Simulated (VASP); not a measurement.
The system is GaBiSe4.

```
CELL_PARAMETERS angstrom
-3.30000 3.30000 7.10000
3.30000 -3.30000 7.10000
3.30000 3.30000 -7.10000
ATOMIC_POSITIONS crystal
Ga 0.75000 0.25000 0.50000
Ga 0.00000 0.00000 0.00000
Bi 0.50000 0.50000 0.00000
Bi 0.25000 0.75000 0.50000
Se 0.82000 0.41000 0.91000
Se 0.50000 0.91000 0.09000
Se 0.09000 0.18000 0.59000
Se 0.59000 0.50000 0.41000
Se 0.93000 0.84000 0.59000
Se 0.16000 0.75000 0.09000
Se 0.25000 0.34000 0.41000
Se 0.66000 0.07000 0.91000
```

The cell was built by a generator and needn't be a form met in nature.

* Program: VASP 6.6.1
* Task: relaxation of cell and atoms
* Functional: PBE
* Potentials or basis: VASP PAW PBE potentials, release 64 (Ga_d, Bi_d, Se)
* Cutoff: 520 eV
* k mesh: 3 × 3 × 3
* Occupations: gaussian, width 0.15 eV
* Spin: no spin polarisation

At the start: pressure 3.5 GPa; volume 25.77 Å³/atom.

Problem. How do energy, volume and symmetry change on relaxing?

Solution. Over 15 steps the energy falls by 78.4 meV/atom and the volume is 27.14 Å³/atom (+5.3 %); space group I4_1/a (No. 88, to 0.05 Å).

The path:
```csv
step,energy change (eV),largest force (eV/Å),pressure (GPa),volume (Å³)
1,0.0000,0.8969,3.52,309.28
2,-0.3481,0.1850,-1.67,335.27
3,-0.3619,0.2755,-0.89,330.52
4,-0.4956,0.1790,-0.72,327.32
5,-0.7346,0.3115,0.34,317.17
6,-0.8338,0.2665,0.15,318.77
7,-0.8746,0.2402,-0.03,320.02
8,-0.8788,0.2518,-0.04,320.36
9,-0.9139,0.1243,0.29,320.05
10,-0.9171,0.1400,0.58,319.80
11,-0.9189,0.1182,0.44,319.89
12,-0.9286,0.0849,-0.50,326.93
13,-0.9301,0.0930,-0.15,324.98
14,-0.9301,0.0923,-0.31,325.46
15,-0.9410,0.0294,-0.21,325.68
```

Final structure:
```
CELL_PARAMETERS angstrom
-3.13960 3.13960 8.26001
3.13960 -3.13960 8.26001
3.13960 3.13960 -8.26001
ATOMIC_POSITIONS crystal
Ga 0.75000 0.25000 0.50000
Ga 0.00000 0.00000 0.00000
Bi 0.50000 0.50000 0.00000
Bi 0.25000 0.75000 0.50000
Se 0.84155 0.41944 0.93520
Se 0.48424 0.90635 0.06480
Se 0.09365 0.15845 0.57789
Se 0.58056 0.51576 0.42211
Se 0.90845 0.83056 0.56480
Se 0.16944 0.73424 0.07789
Se 0.26576 0.34365 0.43520
Se 0.65635 0.09155 0.92211
```

Caveat: the k mesh is coarse (spacing up to 0.45 Å⁻¹), so the values aren't converged.
